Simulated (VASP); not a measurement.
VASP ran on this input.

POSCAR:
```
PbF2
4.2842190
  0.0000000000   0.7071067095   0.7071067095
  0.7071067095   0.0000000000   0.7071067095
  0.7071067095   0.7071067095   0.0000000000
Pb F
1 2
Cartesian
  0.0000000000   0.0000000000   0.0000000000
  0.3535533548   0.3535533548   0.3535533548
  1.0606600643   1.0606600643   1.0606600643
```

KPOINTS:
```
Automatic mesh
0
gamma
6 6 6
```

**INCAR**
```
LWAVE = .FALSE.
PREC = Accurate
ENCUT = 520   # plane-wave cut-off (eV)
LREAL = .FALSE.   # projection in real space or not
ISIF = 2
LMAXMIX = 4   # l cut-off of mixed one-centre charges
ISMEAR = 0   # Gaussian
NELM = 100
LUSE_VDW = .TRUE.
SIGMA = 0.05   # width (eV)
ALGO = Normal
SYSTEM = PbF2
EDIFF = 1E-6
PARAM1 = 0.1833333333
PARAM2 = 0.22
LASPH = .TRUE.   # aspherical one-centre terms
AGGAC = 0.0
LCHARG = .FALSE.
GGA = BO
```

POTCAR, in this order: Pb_d F (PBE.64 set). Program: vasp_std.

### Question
Translate this optB88-vdW calculation to Quantum ESPRESSO's pw.x.

### Answer
One equivalent input (not run):
```
&CONTROL
  calculation = 'scf'
  pseudo_dir = './pseudo'
  outdir = './out'
  tprnfor = .true.
  tstress = .true.
/
&SYSTEM
  ibrav = 0
  nat = 3
  ntyp = 2
  ecutwfc = 84
  occupations = 'smearing'
  smearing = 'gaussian'
  degauss = 0.003675
  input_dft = 'vdw-df-obk8'
/
&ELECTRONS
  conv_thr = 7.3e-08
  electron_maxstep = 100
/
ATOMIC_SPECIES
  Pb 207.200 Pb.upf
  F 18.998 F.upf
CELL_PARAMETERS angstrom
     0.0000000    3.0294000    3.0294000
     3.0294000    0.0000000    3.0294000
     3.0294000    3.0294000    0.0000000
ATOMIC_POSITIONS crystal
  Pb   0.0000000  0.0000000  0.0000000
  F    0.2500000  0.2500000  0.2500000
  F    0.7500000  0.7500000  0.7500000
K_POINTS automatic
  6 6 6 0 0 0
```
Limits of the translation: the potentials are each code's own (VASP's PAW set, PseudoDojo norm-conserving files in pw.x), so ENCUT and ecutwfc are chosen apart and not converted; conv_thr bounds pw.x's estimated SCF error, while EDIFF bounds the energy change between steps.

The compound is PbF2 in the fluorite structure, the β form. The cell was not relaxed at this level. The run is one of a series of settings (AGGAC = 0.0, GGA = BO, LUSE_VDW = .TRUE., PARAM1 = 0.1833333333, PARAM2 = 0.22 against the base run), some of them coarse on purpose.
